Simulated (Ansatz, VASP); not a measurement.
# Two plane-wave programs on ZrGaC5

INCAR

```
SYSTEM = ZrGaC5
ALGO     = Normal         ! electronic algorithm
EDIFF    = 1E-6           ! SCF threshold, eV
EDIFFG   = -0.04          ! ionic threshold
ENCUT    = 600            ! plane-wave cutoff, eV
GGA      = PE             ! functional
IBRION   = 2              ! ionic algorithm
ISIF     = 3              ! what is computed and relaxed
ISMEAR   = 0              ! smearing method
LASPH    = .True.         ! aspherical terms in the spheres
LCHARG   = .False.        ! write CHGCAR
LREAL    = .False.        ! projectors in reciprocal space
LWAVE    = .False.        ! write WAVECAR
NELM     = 100            ! most SCF steps
NSW      = 90             ! ionic steps
PREC     = Accurate       ! precision mode
SIGMA    = 0.1            ! smearing width, eV
```

The input KPOINTS:

```
k-points
0
Gamma
  4 4 4
  0 0 0
```

File POSCAR:

```
ZrGaC5
1.0
    3.8859821500      0.0000000000      0.0000000000
    0.0000000000      3.8859821500      0.0000000000
    0.0000000000      0.0000000000      6.2934101800
Zr Ga C
1 1 5
Direct
    0.0000000000      0.0000000000      0.0000000000
    0.0000000000      0.0000000000      0.5000000000
    0.5000000000      0.5000000000      0.0000000000
    0.5000000000      0.0000000000      0.3007800000
    0.0000000000      0.5000000000      0.3007800000
    0.5000000000      0.0000000000      0.6992200000
    0.0000000000      0.5000000000      0.6992200000
```

Input for Ansatz:

```yaml
crystal:
  lattice:
    - [3.88598215, 0.0, 0.0]
    - [0.0, 3.88598215, 0.0]
    - [0.0, 0.0, 6.29341018]
  atoms:
    - { symbol: Zr, position: [0.0, 0.0, 0.0] }
    - { symbol: Ga, position: [0.0, 0.0, 0.5] }
    - { symbol: C, position: [0.5, 0.5, 0.0] }
    - { symbol: C, position: [0.5, 0.0, 0.30078] }
    - { symbol: C, position: [0.0, 0.5, 0.30078] }
    - { symbol: C, position: [0.5, 0.0, 0.69922] }
    - { symbol: C, position: [0.0, 0.5, 0.69922] }
basis:
  ecutwfc: 420
kpoints:
  mp_grid: { grid: [4, 4, 4] }
hamiltonian:
  xc: pbe
scf:
  occupations: { method: gaussian, width: 0.1 }
  lower_state_search: "off"
output:
  forces: true
  stress: true
  eigenvalues: true
relax:
  adjacent_minimum: "off"
  f_tol: 0.04
  max_steps: 70
  cell: { stress_tol: 0.4 }
```

Change from the starting cell: species swapped into the YbIn5Rh type (P4/mmm, No. 123).

Alike in both runs: task relaxation of cell and atoms; functional PBE; k mesh 4 × 4 × 4; occupations gaussian, width 0.1 eV; no spin polarisation.

|  | VASP | Ansatz |
| --- | --- | --- |
| version | VASP 6.6.1 | Ansatz 0.2.0 |
| potentials or method | VASP PAW PBE potentials, release 64 (Zr_sv, Ga_d, C) | scalar-relativistic, plane waves, PAW |
| plane-wave cutoff (eV) | 600 | 420 |
| valence electrons in the cell | 45 | 45 |

Ansatz gave:

| Property | Result |
| --- | --- |
| gap on the k mesh at the Fermi level, each at its own relaxed structure (eV) | none |
| relaxed volume (Å³/atom) | 10.02 |
| relaxed cell length with the largest relative difference (Å) | 3.153 |
| energy change over the relaxation (meV/atom) | -605 |

Q: Which values does VASP return?

A: gap on the k mesh at the Fermi level, each at its own relaxed structure (eV): none; relaxed volume (Å³/atom): 10.04; relaxed cell length with the largest relative difference (Å): 3.159; energy change over the relaxation (meV/atom): -603.

A gap of «none» marks a metal or a gap that the smearing closes.

Caveats: the k mesh is coarse (spacing up to 0.40 Å⁻¹), so the values aren't converged; the volume moved by over 15 % at a fixed basis, so the end points are rough.
